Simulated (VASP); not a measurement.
Re (hcp) is relaxed at rising pressure, each step from the one before. Symmetry mostly holds the structure type, and other phases were not tried. The mesh follows the cell, and a change of mesh leaves a small step in the series.

Given:

Re has the hexagonal space group P6₃/mmc (No. 194), the hcp (Mg type) structure, Pearson symbol hP2. Lattice parameters: a = 2.7712 Å, b = 2.7712 Å, c = 4.4900 Å, α = 90.00°, β = 90.00°, γ = 120.00°. Re on 2c is surrounded by 12 Re at 2.757–2.771 Å (anticuboctahedral). (Neighbours: up to the widest gap in distance over summed covalent radii, below 1.35, at either atom.)

These are PBE GGA, VASP's PBE PAW potentials (set 64) (plane waves; VASP) values and carry that method's errors. Settings: 500 eV cut-off, 15×15×8 Γ-centred mesh, first-order Methfessel-Paxton smearing of 0.10 eV, potentials Re.

Unless said otherwise, spin-orbit coupling is left out, though it shifts the bands of the heavy elements here.

```csv
P (GPa),V (Å³/atom),H − H(0) (eV/atom),space group,gap on the mesh (eV),k-mesh
0,14.93,0.000,P6_3/mmc,0.00,15×15×8
5,14.74,0.463,P6_3/mmc,0.00,15×15×8
10,[?],[?],P6_3/mmc,0.00,15×15×8
20,[?],[?],P6_3/mmc,0.00,15×15×8
30,13.94,2.698,P6_3/mmc,0.00,15×15×8
45,13.55,3.984,P6_3/mmc,0.00,16×16×9
```

### Question
Fill in the missing entries.

### Answer

- 20, V (Å³/atom): 14.23
- 20, H − H(0) (eV/atom): 1.819
- 10, V (Å³/atom): 14.56
- 10, H − H(0) (eV/atom): 0.920

Pressures at which the relaxation failed are left out.

The compound is Re in the hcp structure.
